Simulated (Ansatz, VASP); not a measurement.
# Rb2H6Pt in two plane-wave programs, part 2 of 2

One calculation is typed for both programs; each brings its own data sets. How far apart do they land? The cell is taken from a series of runs on this material, whose earlier steps may have relaxed, scaled, displaced or heated it; both programs get it as it stands.

VASP 6.6.1 and Ansatz 0.2.0.

So far: The structure; VASP: dielectric response, LDA.

### 3. Ansatz: dielectric response, LDA

Level of this step: Ansatz beside VASP: Kohn-Sham DFT, plane waves, LDA (Ansatz).

Ansatz runs on its default PAW (the set named soft_2) files.

The same cell, functional (in two slightly different forms) and mesh now go to Ansatz, which takes its cutoff from its data sets.

input.yaml reads:

```yaml
crystal:
  lattice:
    - [0.0, 4.26079592, 4.26079592]
    - [4.26079592, 0.0, 4.26079592]
    - [4.26079592, 4.26079592, 0.0]
  atoms:
    - { symbol: Rb, position: [0.75, 0.75, 0.75] }
    - { symbol: Rb, position: [0.25, 0.25, 0.25] }
    - { symbol: H, position: [0.80730534, 0.80730534, 0.19269466] }
    - { symbol: H, position: [0.19269466, 0.80730534, 0.19269466] }
    - { symbol: H, position: [0.80730534, 0.19269466, 0.19269466] }
    - { symbol: H, position: [0.19269466, 0.19269466, 0.80730534] }
    - { symbol: H, position: [0.80730534, 0.19269466, 0.80730534] }
    - { symbol: H, position: [0.19269466, 0.80730534, 0.80730534] }
    - { symbol: Pt, position: [0.0, 0.0, 0.0] }
kpoints:
  mp_grid: { grid: [4, 4, 4] }
hamiltonian:
  xc: lda
scf:
  occupations: { method: fixed }
dielectric: {}
```

The run is started by

```console
ansatz run input.yaml --threads 4 --pin off --max-ram 7372MiB --backend cpu --events-out ev --progress --plain --runs-dir out
```

Numbers of over 12 decimals in the logs are rounded to 6 here.

Log:

```text
Engine: ansatz 0.2.0, aarch64-unknown-linux-gnu
Pseudopotentials: kind: paw
Pseudopotential: Rb, paw, valence charge 9, recommended cutoff 420 eV (normal), Rb.paw.azcp
Pseudopotential: H, paw, valence charge 1, recommended cutoff 420 eV (normal), H.paw.azcp
Pseudopotential: Pt, paw, valence charge 18, recommended cutoff 420 eV (normal), Pt.paw.azcp
Functional definition: SPW92
  exchange = slater_x
  correlation = pw_c
Crystal: 9 atoms, lattice volume = 154.704 Å³
Basis set: ecut = 420 eV, 2975 PW (Γ), exchange–correlation on 90×90×90 points (8 copies of the dense FFT grid, shifted against one another)
Bands: 30, of which v1, the nominal top of the filled ones, is band 21 counted from 1 (20 counted from 0)
Symmetry: 48 space group operations
k-points: 13 of 64 (irreducible under 8 space group operations, time reversal used)
Non-local potential: Rb, projectors of the file, l = 0: 3, l = 1: 2, l = 2: 2
Non-local potential: H, projectors of the file, l = 0: 2, l = 1: 1
Non-local potential: Pt, projectors of the file, l = 0: 3, l = 1: 2, l = 2: 2, l = 3: 1
PAW form: soft (Blöchl's): semilocal exchange-correlation on the pseudo side does not see the compensation charge
PAW frozen core: Rb, regenerated for the run's functional, and the local potential with it (the file was generated under x = pbe(κ = 0.804, μ = 0.219515), c = pbe(β = 0.066725))
PAW frozen core: Pt, regenerated for the run's functional, and the local potential with it (the file was generated under x = pbe(κ = 0.804, μ = 0.219515), c = pbe(β = 0.066725))
PAW one-centre angular grid: Rb, 110 points (default); XC on 64 Gauss nodes
PAW one-centre angular grid: H, 110 points (default); XC on 64 Gauss nodes
PAW one-centre angular grid: Pt, 590 points (default); XC on 64 Gauss nodes
Initial density: superposition of atomic densities (neutral atoms: chi_scale 0, normalization atom), corrected by the library's trained network
Initial wavefunctions: pseudopotential atomic-orbital guess
Functional: x = slater, c = lda
SCF iter   1: F=—  HF=-18684.069095 eV  |F-HF|=—  |Δ(HF+E_count)|=         —  Δρ=9.49e-3  dr2=1.05e-1  ethr=1.77e-3  ⟨swp⟩=4.9  Hψ=1450  notcnv=0  defer=87
preconditioner: auto → Resta (q_TF=auto, 2.195 Å⁻¹)  ε∞=3.0  [insulator: Δε(μ)=3.685 eV  Ē_g=11.682 eV  n_scr=26 (ndim 8)  ℏωp=16.4 eV  f_vac=0.155  ε∞_Penn≈3.0]
SCF iter   2: F=—  HF=-18684.043512 eV  |F-HF|=—  |Δ(HF+E_count)|=   2.56e-2  Δρ=4.18e-3  dr2=2.51e-2  ethr=2.49e-4  ⟨swp⟩=2.0  Hψ=518  notcnv=0  defer=89
SCF iter   3: F=—  HF=-18684.038046 eV  |F-HF|=—  |Δ(HF+E_count)|=   5.47e-3  Δρ=1.89e-3  dr2=7.86e-3  ethr=5.97e-5  ⟨swp⟩=2.5  Hψ=496  notcnv=0  defer=90
SCF iter   4: F=—  HF=-18684.036514 eV  |F-HF|=—  |Δ(HF+E_count)|=   1.53e-3  Δρ=4.01e-4  dr2=1.92e-4  ethr=1.87e-5  ⟨swp⟩=2.0  Hψ=483  notcnv=0  defer=87
SCF iter   5: F=—  HF=-18684.036637 eV  |F-HF|=—  |Δ(HF+E_count)|=   1.22e-4  Δρ=7.91e-5  dr2=1.05e-5  ethr=4.58e-7  ⟨swp⟩=2.9  Hψ=570  notcnv=0  defer=85
SCF iter   6: F=—  HF=-18684.036637 eV  |F-HF|=—  |Δ(HF+E_count)|=   5.82e-7  Δρ=1.01e-5  dr2=1.62e-7  ethr=2.51e-8  ⟨swp⟩=2.7  Hψ=552  notcnv=0  defer=49
SCF iter   7: F=—  HF=-18684.036735 eV  |F-HF|=—  |Δ(HF+E_count)|=   9.82e-5  Δρ=2.47e-6  dr2=9.24e-9  ethr=3.86e-10  ⟨swp⟩=2.2  Hψ=526  notcnv=0  defer=46
SCF iter   8: F=—  HF=-18684.036735 eV  |F-HF|=—  |Δ(HF+E_count)|=   1.50e-8  Δρ=2.78e-7  dr2=3.17e-10  ethr=2.20e-11  ⟨swp⟩=2.0  Hψ=451  notcnv=0  defer=46
SCF iter   9: F=-18684.036735 eV  HF=-18684.036735 eV  |F-HF|=7.28e-12  |Δ(HF+E_count)|=  4.55e-10  Δρ=8.10e-8  dr2=2.53e-11  ethr=1.00e-12  ⟨swp⟩=10.5  Hψ=1782  notcnv=0
SCF 1 converged in 9 iterations: F = -18684.036735 eV  dr2 = 2.53e-11
  greatest PAW one-centre occupation: 1.000 electrons in one spin orbital (limit 2), on the Pt atom at site 8 (counted from 0), in its partial waves of l = 0
NSCF: frozen V_eff on 1 k-points
DFPT response loops at Γ: preconditioner auto → none (the input reference at scf.mixing.eps_inf says where Resta's filter doesn't serve); β = 0.50; Broyden in place of MSR1
── the response to a field inside a basis, on 4×4×4 k-points: an SCF that follows is theirs, and a resumed run solves both again ──
Bands: 22, of which v1, the nominal top of the filled ones, is band 21 counted from 1 (20 counted from 0)
k-points: 10 of 64 (irreducible under 12 space group operations)
Initial density: handed on by an earlier stage of this run
Initial wavefunctions: pseudopotential atomic-orbital guess (no wavefunctions were taken with the density)
Eigensolver: Dense (10 Hₖ)
SCF iter   1: F=—  HF=-18684.027086 eV  |F-HF|=—  |Δ(HF+E_count)|=         —  Δρ=1.39e-4  dr2=5.72e-6  ethr=1.00e-1
preconditioner: auto → Resta (q_TF=auto, 2.195 Å⁻¹)  ε∞=4.3  [insulator: Δε(μ)=3.930 eV  Ē_g=9.054 eV  n_scr=26 (ndim 8)  ℏωp=16.4 eV  f_vac=0.127  ε∞_Penn≈4.3]
SCF iter   2: F=—  HF=-18684.027088 eV  |F-HF|=—  |Δ(HF+E_count)|=   2.20e-6  Δρ=7.09e-5  dr2=1.51e-6  ethr=1.36e-8
SCF iter   3: F=—  HF=-18684.027089 eV  |F-HF|=—  |Δ(HF+E_count)|=   1.07e-6  Δρ=1.05e-5  dr2=2.57e-7  ethr=3.60e-9
SCF iter   4: F=-18684.027089 eV  HF=-18684.027089 eV  |F-HF|=4.87e-10  |Δ(HF+E_count)|=   4.05e-8  Δρ=2.51e-6  dr2=8.92e-9  ethr=6.11e-10
SCF 1 converged in 4 iterations: F = -18684.027089 eV  dr2 = 8.92e-9
DFPT response loops at Γ: mixed as the last ones told, above
SCF converged after 9 iterations
Free energy (F): -18684.036735 eV
Harris-Foulkes:  -18684.036735 eV  (|F-HF|=7.28e-12)
Internal energy: -18684.036735 eV  (E = F + TS)
E sigma→0 (E₀):  -18684.036735 eV
Fermi energy:    1.507950 eV
--- Per-component energies (eV) ---
  E_band       = -667.631123
  E_kinetic    = 1101.434710
  E_local      = -4892.619163  (includes V_loc(G=0)·N_el)
  E_nonlocal   = 564.373687
  E_hartree    = 1790.426859
  E_xc         = -572.023116
  E_vxc        = -645.323033  (∫ρ·V_xc dr)
  E_paw        = -14225.923254  (= ΣΔE_a)
  E_vpaw       = -376.344479  (= ΣTr[D̂ρ^β])
  E_aug_tail   = -0.006731  (compensation charges beyond the density's cutoff)
  E_ewald      = -2450.706116
  E_core_change = 1.006388  (= ΣΔE_core)
  E_smearing   = -0.000000  (= −TS)
  E_closure    = -0.000000  (closes the sum)
  Σ components = -18684.036735   (vs F -18684.036735, Δ=0.00e0)
--- Band table (eV; the first three rows and the last of 13) ---
  k-point 0: bands = [... 17 lower, 0.7553, 1.1962, 1.1962, 1.1962, 6.0556, 6.9993, 6.9993, 10.1314, ... 5 higher]
  k-point 1: bands = [... 17 lower, 0.7451, 0.9899, 1.3243, 1.3243, 6.8686, 6.8963, 6.8963, 8.7229, ... 5 higher]
  k-point 2: bands = [... 17 lower, 0.7366, 0.8017, 1.4573, 1.4573, 6.8312, 6.8312, 7.6859, 7.7807, ... 5 higher]
  k-point 12: bands = [... 17 lower, 0.7298, 1.1738, 1.1738, 1.4793, 5.6240, 7.2722, 8.0806, 8.0806, ... 5 higher]
--- Dielectric response (ions clamped): 3 representative field directions + reference, inside a basis on a mesh of 64 k-points (Σ response iterations 15) ---
  ε∞ (high-frequency dielectric tensor):
        2.807539    -0.000000     0.000000
       -0.000000     2.807539     0.000000
        0.000000     0.000000     2.807539
  Born effective charges Z* (e; rows j = field, columns β = displacement):
    site 0:
         1.10508   -0.00000   -0.00000
        -0.00000    1.10508   -0.00000
        -0.00000   -0.00000    1.10508
    site 1:
         1.10508    0.00000   -0.00000
        -0.00000    1.10508   -0.00000
        -0.00000    0.00000    1.10508
    site 2:
         0.08453    0.00000    0.00000
         0.00000    0.08453   -0.00000
        -0.00000    0.00000   -0.95000
    site 3:
         0.08453    0.00000    0.00000
         0.00000   -0.95000   -0.00000
        -0.00000    0.00000    0.08453
    site 4:
        -0.95000   -0.00000    0.00000
         0.00000    0.08453   -0.00000
        -0.00000    0.00000    0.08453
    site 5:
         0.08453    0.00000    0.00000
         0.00000    0.08453   -0.00000
        -0.00000    0.00000   -0.95000
    site 6:
         0.08453    0.00000    0.00000
         0.00000   -0.95000   -0.00000
        -0.00000    0.00000    0.08453
    site 7:
        -0.95000   -0.00000    0.00000
         0.00000    0.08453   -0.00000
        -0.00000    0.00000    0.08453
    site 8:
        -0.64826   -0.00000   -0.00000
         0.00000   -0.64826    0.00000
         0.00000   -0.00000   -0.64826
  Z* charge neutrality: 2.492e-4 e pre-enforcement
  solved inside a basis spanned on kpoints, on 4×4×4 k-points, its susceptibility summed on 8×8×8: ε∞ is read to err by 6.7e-3, Z* by 1.9e-2 e (field_mesh: kpoints solves on kpoints); Z* is corrected for what the basis lacks
```

### 4. Side by side

Known differences besides the potentials themselves: the two LDA forms differ slightly; fixed occupations in Ansatz, narrow Gaussian smearing in VASP; VASP's response is taken on the typed mesh, Ansatz refines its own for the field response alone; the data sets hold 42 valence electrons in Ansatz (on its default PAW (the set named soft_2) files) and 34 in VASP; the cutoff is 420 eV in Ansatz and 400 eV in VASP; VASP's log shows a relativistic correction to its local exchange, Ansatz's none. Total energies have different zeros and are not compared.

Compared:

```csv
quantity,Ansatz,VASP,difference
ε∞ xx,2.81,2.81,-0.07 %
ε∞ yy,2.81,2.81,-0.07 %
ε∞ zz,2.81,2.81,-0.07 %
```

### 5. Summary of results

| Quantity | Value |
| --- | --- |
| difference in ε∞ xx (dielectric response, LDA) | -0.067 % |

**Reading.** The difference in ε∞ xx is -0.067 % (dielectric response, LDA), within the 5 % picked in this series as the mark of a large difference. The data sets hold unlike numbers of valence electrons (42 in Ansatz and 34 in VASP), so part of the differences comes from the potentials. How closely two codes agree says nothing of how well the functional describes the real material.

[Lines on the potential files, build, host, timing and source positions are cut from VASP's logs without a mark.]

[Logs are printed without paths, hosts, clocks, repeated set-up lines and the standing remarks that a program may print on its own settings, such as how far it seeks lower states.]

[Hosts, paths, dates, database ids (printed as entryN), source tags and the programs' standing remarks are cut or masked in the printed files.]
